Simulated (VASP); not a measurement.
Data:

```yaml
crystal:
  lattice:
    - [2.82225, 0.00000, 0.00000]
    - [0.00000, 2.82225, 0.00000]
    - [0.00000, 0.00000, 2.82225]
  atoms:
    - { symbol: Al, position: [0.50000, 0.50000, 0.50000] }
    - { symbol: Co, position: [0.00000, 0.00000, 0.00000] }
```

Level of theory: AM05 GGA, VASP's PBE PAW potentials (set 64) (plane waves; VASP 6.6.1). Settings: 520 eV cut-off, 14×14×14 Γ-centred mesh, tetrahedra with Blöchl corrections, potentials Al Co.

Q: Predict the energy per atom (σ→0), band gap (on the k-mesh) with the smallest direct gap where there is one.

A: 
The band gap (on the k-mesh) is none (metal, semimetal or under 0.01 eV). The energy per atom (σ→0) is -6.383 eV/atom.

The absolute energy has meaning only against runs of the same code, potentials and settings.

The compound is CoAl in the CsCl type structure. It was relaxed first. The run is not spin-polarised, so no magnetic state was tried.
